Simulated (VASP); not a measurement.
A convergence study with VASP on KZnF3 (cubic perovskite): one setting is varied, all else stays as given below, so the limit is that of these other settings.

```yaml
crystal:
  lattice:
    - [4.05000, 0.00000, 0.00000]
    - [0.00000, 4.05000, 0.00000]
    - [0.00000, 0.00000, 4.05000]
  atoms:
    - { symbol: K, position: [0.00000, 0.00000, 0.00000] }
    - { symbol: Zn, position: [0.50000, 0.50000, 0.50000] }
    - { symbol: F, position: [0.50000, 0.00000, 0.50000] }
    - { symbol: F, position: [0.00000, 0.50000, 0.50000] }
    - { symbol: F, position: [0.50000, 0.50000, 0.00000] }
```

These are PBE GGA, VASP's PBE PAW potentials (set 64) (plane waves; VASP) values and carry that method's errors. The tightest run used: 700 eV cut-off, 14×14×14 Γ-centred mesh, Gaussian smearing of 0.050 eV, potentials K_sv Zn F.

Question: The settings run are 1×1×1 mesh; 2×2×2 mesh; 4×4×4 mesh; 5×5×5 mesh; 7×7×7 mesh; 8×8×8 mesh; 9×9×9 mesh; 10×10×10 mesh; 11×11×11 mesh; 13×13×13 mesh; 14×14×14 mesh. From which on does the energy per atom stay within 0.01 eV/atom of the tightest run?

Answer: From 2×2×2 mesh on: it is off by 0.0003 there and by no more than 0.01 in any finer run, while 1×1×1 mesh is off by 0.3258.
```
setting        E (eV/atom)  pressure (GPa)  irreducible k-points  difference judged (eV/atom)
-------------  -----------  --------------  --------------------  ---------------------------
1×1×1 mesh         -3.7299            6.56                     1                       0.3258
2×2×2 mesh         -4.0560            4.83                     4                       0.0003
4×4×4 mesh         -4.0557            4.78                    10                       0.0000
5×5×5 mesh         -4.0557            4.79                    10                       0.0000
7×7×7 mesh         -4.0557            4.79                    20                       0.0000
8×8×8 mesh         -4.0557            4.79                    35                       0.0000
9×9×9 mesh         -4.0557            4.78                    35                       0.0000
10×10×10 mesh      -4.0557            4.75                    56                       0.0000
11×11×11 mesh      -4.0557            4.76                    56                       0.0000
13×13×13 mesh      -4.0557            4.78                    84                       0.0000
14×14×14 mesh      -4.0557            4.78                   120                       0.0000
```

Left out are rungs that failed or repeat a setting and relaxations that didn't move; long series are thinned to 24 rows.

The compound is KZnF3 in the cubic perovskite structure. The cell was not relaxed at this level.
